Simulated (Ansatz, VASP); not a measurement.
## Two plane-wave programs on BAu

INCAR

```
SYSTEM = BAu
PREC = Accurate
ENCUT = 600
EDIFF = 1E-7
ISMEAR = 0
SIGMA = 0.1
LREAL = .FALSE.
LASPH = .TRUE.
NELM = 100
ALGO = Normal
ISIF = 3
LWAVE = .FALSE.
LCHARG = .FALSE.
GGA = PE
IBRION = 2
NSW = 100
EDIFFG = -0.01
```

File KPOINTS:

```
regular mesh
0
G
  20 20 20
  0 0 0
```

Contents of POSCAR:

```
BAu
1.0
    0.0000000000      2.3524111155      2.3524111155
    2.3524111155      0.0000000000      2.3524111155
    2.3524111155      2.3524111155      0.0000000000
B Au
1 1
Direct
    0.0000000000      0.0000000000      0.0000000000
    0.5000000000      0.5000000000      0.5000000000
```

Input for Ansatz:

```yaml
crystal:
  lattice:
    - [0.0, 2.3524111155, 2.3524111155]
    - [2.3524111155, 0.0, 2.3524111155]
    - [2.3524111155, 2.3524111155, 0.0]
  atoms:
    - { symbol: B, position: [0.0, 0.0, 0.0] }
    - { symbol: Au, position: [0.5, 0.5, 0.5] }
basis:
  ecutwfc: 420
kpoints:
  mp_grid: { grid: [20, 20, 20] }
hamiltonian:
  xc: pbe
scf:
  occupations: { method: gaussian, width: 0.1 }
output:
  forces: true
  stress: true
  eigenvalues: true
  write_density: true
  write_potential: true
  elf: true
  volumetric_format: npy
relax:
  adjacent_minimum: "off"
  f_tol: 0.01
  max_steps: 80
  cell: { stress_tol: 0.05 }
```

Alike in both runs: task relaxation of cell and atoms; functional PBE; k mesh 20 × 20 × 20; occupations gaussian, width 0.1 eV; no spin polarisation.

```csv
,VASP,Ansatz
version,VASP 6.6.1,Ansatz 0.2.0
potentials or method,"VASP PAW PBE potentials, release 64 (B, Au)","scalar-relativistic, plane waves, PAW"
plane-wave cutoff (eV),600,420
valence electrons in the cell,14,22
```

Ansatz gave:

```
gap on the k mesh at the Fermi level, each at its own relaxed structure (eV) : none
relaxed volume (Å³/atom)                                                     : 12.98
relaxed cell length with the largest relative difference (Å)                 : 3.324
```

**Question.** Which values does VASP return?

**Answer.** gap on the k mesh at the Fermi level, each at its own relaxed structure (eV): none; relaxed volume (Å³/atom): 12.96; relaxed cell length with the largest relative difference (Å): 3.322.

A gap of «none» marks a metal or a gap that the smearing closes. The two sets of potentials don't hold the same shells in valence.

The runs have no spin-orbit coupling, so splittings on Au are missing.
